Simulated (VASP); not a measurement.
Output of a VASP run:

### OUTCAR
```
 ion  position               nearest neighbor table
   1  0.333  0.667  0.891-   6 2.66   6 2.66   6 2.66   3 3.43   3 3.43   3 3.43   4 3.63
   2  0.667  0.333  0.391-   5 2.66   5 2.66   5 2.66   4 3.43   4 3.43   4 3.43   3 3.63
   3  0.667  0.333  0.109-   5 2.66   5 2.66   5 2.66   1 3.43   1 3.43   1 3.43   2 3.63
   4  0.333  0.667  0.609-   6 2.66   6 2.66   6 2.66   2 3.43   2 3.43   2 3.43   1 3.63
   5  0.333  0.667  0.250-   2 2.66   3 2.66   2 2.66   3 2.66   2 2.66   3 2.66
   6  0.667  0.333  0.750-   1 2.66   4 2.66   1 2.66   4 2.66   1 2.66   4 2.66
  LATTYP: Found a hexagonal cell.
 ALAT       =     3.3536305863
 C/A-ratio  =     3.8535825312
 Subroutine PRICEL returns:
 Original cell was already a primitive cell.
 Subroutine GETGRP returns: Found 24 space group operations
The static configuration has the point symmetry D_3d.
 The point group associated with its full space group is D_6h.
The dynamic configuration has the point symmetry D_3d.
 Subroutine INISYM returns: Found 24 space group operations
 Subroutine IBZKPT returns following result:
 Found     20 irreducible k-points:

 Following reciprocal coordinates:
            Coordinates               Weight
  0.000000  0.000000  0.000000      1.000000
  0.125000  0.000000  0.000000      6.000000
  0.250000  0.000000  0.000000      6.000000
  0.375000  0.000000  0.000000      6.000000
  0.500000  0.000000  0.000000      3.000000
  0.125000  0.125000  0.000000      6.000000
  0.250000  0.125000  0.000000     12.000000
  0.375000  0.125000  0.000000     12.000000
  0.250000  0.250000  0.000000      6.000000
  0.375000  0.250000  0.000000      6.000000
  0.000000  0.000000  0.500000      1.000000
  0.125000  0.000000  0.500000      6.000000
  0.250000  0.000000  0.500000      6.000000
  0.375000  0.000000  0.500000      6.000000
  0.500000  0.000000  0.500000      3.000000
  0.125000  0.125000  0.500000      6.000000
  0.250000  0.125000  0.500000     12.000000
  0.375000  0.125000  0.500000     12.000000
  0.250000  0.250000  0.500000      6.000000
  0.375000  0.250000  0.500000      6.000000
   k-points           NKPTS =     20   k-points in BZ     NKDIM =     20   number of bands    NBANDS=     31
   number of dos      NEDOS =    301   number of ions     NIONS =      6
   total plane-waves  NPLWV =  55296
   dimension x,y,z NGX =    24 NGY =   24 NGZ =   96
   dimension x,y,z NGXF=    48 NGYF=   48 NGZF=  192
   ions per type =               4   2
   PREC   = accura    normal or accurate (medium, high low for compatibility)
   ISTART =      0    job   : 0-new  1-cont  2-samecut
   ICHARG =      2    charge: 1-file 2-atom 10-const
   ISPIN  =      1    spin polarized calculation?
   LNONCOLLINEAR =      F non collinear calculations
   LSORBIT =      F    spin-orbit coupling
   INIWAV =      1    electr: 0-lowe 1-rand  2-diag
   ENCUT  =  500.0 eV  36.75 Ry    6.06 a.u.   6.11  6.11 23.56*2*pi/ulx,y,z
   NELM   =    100;   NELMIN=  2; NELMDL= -5     # of ELM steps
   EDIFF  = 0.1E-05   stopping-criterion for ELM
   LREAL  =      F    real-space projection
   NLSPLINE    = F    spline interpolate recip. space projectors
   LMAXMIX     =    4 max onsite mixed and CHGCAR
   VOSKOWN=      0    Vosko Wilk Nusair interpolation
   EDIFFG = -.2E-01   stopping-criterion for IOM
   NSW    =     40    number of steps for IOM
   NBLOCK =      1;   KBLOCK =     40    inner block; outer block
   IBRION =      2    ionic relax: 0-MD 1-quasi-New 2-CG
   NFREE  =      1    steps in history (QN), initial steepest desc. (CG)
   ISIF   =      3    stress and relaxation
   ISYM   =      2    0-nonsym 1-usesym 2-fastsym
   TEIN   =    0.0    initial temperature
   TEBEG  =    0.0;   TEEND  =   0.0 temperature during run
   SMASS  =  -3.00    Nose mass-parameter (am)
   PSTRESS=  100.0 pullay stress
   NELECT =      52.0000    total number of electrons
   EFERMI =   0.00;   METHOD = LEGACY
   ISMEAR =     0;   SIGMA  =   0.05  broadening in eV -4-tet -1-fermi 0-gaus
   IALGO  =     38    algorithm
   LDIAG  =      T    sub-space diagonalisation (order eigenvalues)
   IMIX   =      4    mixing-type and parameters
     AMIX     =   0.40;   BMIX     =  1.00
...
```

### OSZICAR
```
       N       E                     dE             d eps       ncg     rms          rms(c)
DAV:   1     0.437306335532E+03    0.43731E+03   -0.26735E+04  1400   0.149E+03
DAV:   2    -0.131105033937E+02   -0.45042E+03   -0.44049E+03  1427   0.380E+02
DAV:   3    -0.413945621250E+02   -0.28284E+02   -0.27641E+02  1626   0.765E+01
DAV:   4    -0.420616022838E+02   -0.66704E+00   -0.66592E+00  1466   0.120E+01
DAV:   5    -0.420776143443E+02   -0.16012E-01   -0.16009E-01  1582   0.195E+00    0.273E+01
DAV:   6    -0.410999611786E+02    0.97765E+00   -0.45093E+00  1546   0.125E+01    0.104E+01
DAV:   7    -0.410534087202E+02    0.46552E-01   -0.42165E+00  1395   0.827E+00    0.556E+00
DAV:   8    -0.407937311311E+02    0.25968E+00   -0.14213E+00  1448   0.582E+00    0.350E+00
DAV:   9    -0.408032291897E+02   -0.94981E-02   -0.14066E-01  1601   0.171E+00    0.179E+00
DAV:  10    -0.407933075489E+02    0.99216E-02   -0.65296E-02  1500   0.141E+00    0.607E-01
DAV:  11    -0.407933942702E+02   -0.86721E-04   -0.25385E-03  1462   0.265E-01    0.484E-01
DAV:  12    -0.407934226987E+02   -0.28428E-04   -0.66542E-04  1510   0.114E-01    0.304E-01
DAV:  13    -0.407933218200E+02    0.10088E-03   -0.40640E-04  1573   0.111E-01    0.960E-02
DAV:  14    -0.407933248970E+02   -0.30770E-05   -0.16397E-05  1443   0.248E-02    0.985E-02
DAV:  15    -0.407933239396E+02    0.95736E-06   -0.81716E-07   923   0.514E-03
   1 F= -.32936800E+02 E0= -.32936738E+02  d E =-.329368E+02
       N       E                     dE             d eps       ncg     rms          rms(c)
DAV:   1    -0.407865579117E+02    0.67670E-02   -0.22775E-02  1268   0.116E+00    0.292E-01
DAV:   2    -0.407860644863E+02    0.49343E-03   -0.88775E-03  1514   0.513E-01    0.178E-01
DAV:   3    -0.407857388674E+02    0.32562E-03   -0.24624E-03  1417   0.216E-01    0.898E-02
DAV:   4    -0.407857161086E+02    0.22759E-04   -0.13026E-04  1380   0.607E-02    0.309E-02
DAV:   5    -0.407856997977E+02    0.16311E-04   -0.78844E-05  1554   0.515E-02    0.147E-02
DAV:   6    -0.407856993869E+02    0.41073E-06   -0.48908E-06  1219   0.111E-02
   2 F= -.32936703E+02 E0= -.32936615E+02  d E =0.964856E-04
       N       E                     dE             d eps       ncg     rms          rms(c)
DAV:   1    -0.407916568038E+02   -0.59570E-02   -0.12054E-02  1247   0.846E-01    0.204E-01
DAV:   2    -0.407914055276E+02    0.25128E-03   -0.43881E-03  1479   0.362E-01    0.119E-01
DAV:   3    -0.407912450250E+02    0.16050E-03   -0.12173E-03  1424   0.152E-01    0.674E-02
DAV:   4    -0.407912336121E+02    0.11413E-04   -0.64696E-05  1352   0.427E-02    0.236E-02
DAV:   5    -0.407912246459E+02    0.89662E-05   -0.43231E-05  1568   0.379E-02    0.929E-03
DAV:   6    -0.407912243998E+02    0.24610E-06   -0.23633E-06  1028   0.804E-03
   3 F= -.32936814E+02 E0= -.32936743E+02  d E =-.138025E-04
```

**OUTCAR**
```
------------------------ aborting loop because EDIFF is reached ----------------------------------------
  FORCE on cell =-STRESS in cart. coord.  units (eV):
  Direction    XX          YY          ZZ          XY          YZ          ZX
  --------------------------------------------------------------------------------------
  Total        7.9389517      7.9389465      7.8814730      0.0000000      0.0000000     -0.0000000
  in kB      101.0763494    101.0762839    100.3445479      0.0000000      0.0000000     -0.0000000
  external PRESSURE =       0.8323937 kB  Pullay stress =     100.0000000 kB
  volume of cell :      125.84
      direct lattice vectors                 reciprocal lattice vectors
     1.676831136 -2.904355782  0.000000000     0.298181486 -0.172155217  0.000000000
     1.676831136  2.904355782 -0.000000000     0.298181486  0.172155217  0.000000000
    -0.000000000  0.000000000 12.919777996     0.000000000  0.000000000  0.077400711
 POSITION                                       TOTAL-FORCE (eV/Angst)
 -----------------------------------------------------------------------------------
      1.67683      0.96812     11.50573        -0.000000      0.000000     -0.006171
      1.67683     -0.96812      5.04584        -0.000000     -0.000000     -0.006171
      1.67683     -0.96812      1.41405        -0.000000     -0.000000      0.006171
      1.67683      0.96812      7.87394        -0.000000      0.000000      0.006171
      1.67683      0.96812      3.22994        -0.000000      0.000000      0.000000
      1.67683     -0.96812      9.68983         0.000000     -0.000000      0.000000
 -----------------------------------------------------------------------------------
    total drift:                               -0.000199      0.001524     -0.000025
  FREE ENERGIE OF THE ION-ELECTRON SYSTEM (eV)
  ---------------------------------------------------
  free  energy   TOTEN  =       -40.7912243998 eV

  energy  without entropy=      -40.7910840145  energy(sigma->0) =      -40.79115421
  enthalpy is  TOTEN    =       -32.9368136321 eV   P V=        7.8544107677

 reached required accuracy - stopping structural energy minimisation
```
(Selected blocks of OUTCAR.)

### POSCAR
```
MoTe2
1
    1.6768156870    -2.9043290552    -0.0000000000
    1.6768156870     2.9043290552    -0.0000000000
    0.0000000000     0.0000000000    12.9234922432
Te Mo
4 2
Direct
  0.3333330000   0.6666670000   0.8905677516
  0.6666670000   0.3333330000   0.3905677516
  0.6666670000   0.3333330000   0.1094322484
  0.3333330000   0.6666670000   0.6094322484
  0.3333330000   0.6666670000   0.2500000000
  0.6666670000   0.3333330000   0.7500000000
```

Problem. Reconstruct the remaining input files.

Solution. Several could match; the one computed here: the input of the run itself, LDA (Ceperley-Alder, Perdew-Zunger), plane waves, VASP's LDA PAW potentials (set 64).

### KPOINTS
```
Automatic mesh
0
Gamma
8 8 2
0 0 0
```

### INCAR
```
SYSTEM = MoTe2
PREC = Accurate
ENCUT = 500
EDIFF = 1E-6
NELM = 100
ALGO = Normal
LREAL = .FALSE.
LASPH = .TRUE.
ISMEAR = 0
SIGMA = 0.05
LMAXMIX = 4
LWAVE = .FALSE.
LCHARG = .FALSE.
IBRION = 2
ISIF = 3
NSW = 40
EDIFFG = -0.02
PSTRESS = 100
```

POTCAR, in this order: Te Mo_sv (LDA.64 set). Program: vasp_std.

The compound is MoTe2 in the 2H layered structure. This run relaxes it under an external pressure of 10 GPa. Symmetry was kept, so distortions that lower it aren't found.
